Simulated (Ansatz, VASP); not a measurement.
SbO6: VASP beside Ansatz

```
CELL_PARAMETERS angstrom
-2.91958 2.91958 2.91958
2.91958 -2.91958 2.91958
2.91958 2.91958 -2.91958
ATOMIC_POSITIONS crystal
Sb 0.00000 0.00000 0.00000
O 0.00000 0.61185 0.61185
O 0.00000 0.38815 0.38815
O 0.61185 0.61185 0.00000
O 0.38815 0.38815 0.00000
O 0.61185 0.00000 0.61185
O 0.38815 0.00000 0.38815
```

Change from the starting cell: species swapped into the TcF6 type (I4/mmm, No. 139).

Alike in both runs: functional PBE; k mesh 10 × 10 × 10; occupations gaussian, width 0.1 eV; no spin polarisation.

Ansatz relaxed the structure, and its values are those at the end. VASP's run is a single point on that final structure, the one shown.

```csv
,VASP,Ansatz
version,VASP 6.6.1,Ansatz 0.2.0
potentials or method,"VASP PAW PBE potentials, release 64 (Sb, O)","scalar-relativistic, plane waves, PAW"
plane-wave cutoff (eV),520,420
valence electrons in the cell,41,51
```

```csv
,VASP,Ansatz,Ansatz less VASP
gap on the k mesh at the Fermi level (eV),none,none,-
pressure (GPa),0.2,0.0,-0.14
rms of the force components (eV/Å),0.273,0.002,-0.2706
```

A gap of «none» marks a metal or a gap that the smearing closes. One of these differences is far larger than is usual between the two programs; its cause wasn't traced. The two sets of potentials don't hold the same shells in valence.

Caveats: an odd number of electrons without spin polarisation forces a metal; a magnetic or distorted state may lie lower. The runs have no spin-orbit coupling, so splittings on Sb are missing.
